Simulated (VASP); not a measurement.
An input for Ansatz (written as the equivalent of a VASP run, and not itself run):

Ansatz 0.2 input:
```yaml
crystal:
  lattice:
    - [3.8297012, 0.0000000, 0.0000000]
    - [-1.9148506, 3.3166181, 0.0000000]
    - [0.0000000, 0.0000000, 6.5894133]
  atoms:
    - { symbol: Hg, position: [0.0000000, 0.0000000, 0.0000000] }
    - { symbol: Hg, position: [0.0000000, 0.0000000, 0.5000000] }
    - { symbol: S, position: [0.3333330, 0.6666670, 0.2500000] }
    - { symbol: S, position: [0.6666670, 0.3333330, 0.7500000] }
kpoints:
  mp_grid: { grid: [9, 9, 5] }
hamiltonian:
  xc: pbesol
  pseudopotentials: { kind: paw }
scf:
  occupations: { method: methfessel_paxton, width: 0.1 }
  max_iter: 100
relax:
  max_steps: 40
  f_tol: 0.02
  cell: {}
output: { forces: true, stress: true, eigenvalues: true }
```

### Question
Write the VASP files for the same calculation (PBEsol).

### Answer
This is not unique; one that fits is 
**POSCAR**
```
HgS
1
    3.8297011700     0.0000000000     0.0000000000
   -1.9148505850     3.3166181200     0.0000000000
    0.0000000000     0.0000000000     6.5894133203
Hg S
2 2
Direct
  0.0000000000   0.0000000000   0.0000000000
  0.0000000000   0.0000000000   0.5000000000
  0.3333330000   0.6666670000   0.2500000000
  0.6666670000   0.3333330000   0.7500000000
```

File KPOINTS:
```
Automatic mesh
0
Gamma
9 9 5
0 0 0
```

### INCAR
```
SYSTEM = HgS
PREC = Accurate
ENCUT = 500
EDIFF = 1E-6
NELM = 100
ALGO = Normal
LREAL = .FALSE.
LASPH = .TRUE.
ISMEAR = 1
SIGMA = 0.1
GGA = PS
LMAXMIX = 6
LWAVE = .FALSE.
LCHARG = .FALSE.
IBRION = 2
ISIF = 3
NSW = 40
EDIFFG = -0.02
```

POTCAR, in this order: Hg S (PBE.64 set). Program: vasp_std.

What does not carry over: each code has its own PAW files, so the cut-off isn't converted (ENCUT is set for VASP's; basis.ecutwfc is left out, and Ansatz then takes the one that its files recommend); Ansatz stops its SCF on the density residual and VASP on the energy change (EDIFF).

The structure was generated: HgS was put into the NiAs type type (P6_3/mmc), which need not be its known phase. It was relaxed first, which changed the volume by +29 %.
